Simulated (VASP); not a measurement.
An input for Quantum ESPRESSO's pw.x (written as the equivalent of a VASP run, and not itself run):

```
&CONTROL
  calculation = 'vc-relax'
  pseudo_dir = './pseudo'
  outdir = './out'
  tprnfor = .true.
  tstress = .true.
  nstep = 60
  forc_conv_thr = 0.00078
/
&SYSTEM
  ibrav = 0
  nat = 4
  ntyp = 3
  ecutwfc = 86
  occupations = 'smearing'
  smearing = 'gaussian'
  degauss = 0.003675
  input_dft = 'pbesol'
/
&ELECTRONS
  conv_thr = 7.3e-08
  electron_maxstep = 100
/
&IONS
/
&CELL
/
ATOMIC_SPECIES
  Te 127.600 Te.upf
  Pb 207.200 Pb.upf
  Se 78.971 Se.upf
CELL_PARAMETERS angstrom
     2.2182163    1.2806880    7.2381967
    -2.2182163    1.2806880    7.2381967
     0.0000000   -2.5613760    7.2381967
ATOMIC_POSITIONS crystal
  Te   0.5000000  0.5000000  0.5000000
  Pb   0.7447380  0.7447380  0.7447380
  Pb   0.2552620  0.2552620  0.2552620
  Se   0.0000000  0.0000000  0.0000000
K_POINTS automatic
  5 5 5 0 0 0
```

Q: Translate this input to VASP (INCAR, KPOINTS, POSCAR, choice of POTCAR).

A: Several could match; the one computed here: 
**INCAR**
```
# general
SYSTEM   =  TePb2Se
PREC     =  Accurate
ENCUT    =  400
LREAL    =  .False.
LASPH    =  .True.

# electronic loop
EDIFF    =  1E-6
NELM     =  100
ALGO     =  Normal
LMAXMIX  =  4

# smearing
ISMEAR   =  0
SIGMA    =  0.05

# functional
GGA      =  PS

# ions
IBRION   =  2
NSW      =  60
ISIF     =  3
EDIFFG   =  -0.02

# output
LWAVE    =  .False.
LCHARG   =  .False.
```

File POSCAR:
```
TePb2Se
1
    2.2182163428     1.2806880046     7.2381967309
   -2.2182163428     1.2806880046     7.2381967309
    0.0000000000    -2.5613760093     7.2381967309
Te Pb Se
1 2 1
Direct
  0.5000000000   0.5000000000   0.5000000000
  0.7447380165   0.7447380165   0.7447380165
  0.2552619835   0.2552619835   0.2552619835
  0.0000000000   0.0000000000   0.0000000000
```

### KPOINTS
```
Automatic mesh
0
Gamma
5 5 5
0 0 0
```

POTCAR, in this order: Te Pb_d Se (PBE.64 set). Program: vasp_std.

Limits of the translation: the potentials are each code's own (VASP's PAW set, PseudoDojo norm-conserving files in pw.x), so ENCUT and ecutwfc are chosen apart and not converted; conv_thr bounds pw.x's estimated SCF error, while EDIFF bounds the energy change between steps; forc_conv_thr acts on force components and is met together with etot_conv_thr.

The structure comes from a computed database's TePb2Se entry (R-3m); how it stands against other phases isn't given here. This run relaxes it. Symmetry was kept, so distortions that lower it aren't found. The start is the result of an earlier pass.
